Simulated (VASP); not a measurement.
Given:

```xyz
3
Lattice="0.0000 2.7487 2.7487 2.7487 0.0000 2.7487 2.7487 2.7487 0.0000" Properties=species:S:1:pos:R:3 pbc="T T T"
Cd     0.0000     0.0000     0.0000
F      1.3743     1.3743     1.3743
F      4.1230     4.1230     4.1230
```

Calculation: optB88-vdW, VASP's PBE PAW potentials (set 64) (plane waves; VASP). Numerical set-up: 520 eV cut-off, 7×7×7 Γ-centred mesh, Gaussian smearing of 0.050 eV, potentials Cd F.

Problem. Predict the energy per atom (σ→0), pressure.

Solution. 
```
Item                                Value
---------------------  ------------------
energy per atom (σ→0)  -129.5 kJ/mol-atom
pressure                        -2.78 GPa
```

The absolute energy has meaning only against runs of the same code, potentials and settings.

The compound is CdF2 in the fluorite structure. This cell is one point of a volume scan, at 1.03 of the reference volume.
